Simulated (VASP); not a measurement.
Given:

```xyz
2
Lattice="0.0000 2.8582 2.8582 2.8582 0.0000 2.8582 2.8582 2.8582 0.0000" Properties=species:S:1:pos:R:3 pbc="T T T"
Ca     0.0000     0.0000     0.0000
S      2.8582     2.8582     2.8582
```

Method: PBE GGA, VASP's PBE PAW potentials (set 64) (plane waves; VASP). Run with 400 eV cut-off, Gaussian smearing of 0.050 eV, potentials Ca_sv S.

Question: Estimate the band gap (along the path) with the smallest direct gap where there is one.

Answer: 
band gap (along the path): 2.38 eV
smallest direct gap (along the path): 3.18 eV

Total energies compare only between runs with the same potentials, cut-off and functional.

The structure was generated: CaS was put into the rock salt type (Fm-3m), which need not be its known phase. It was relaxed first, which changed the volume by -16 %.
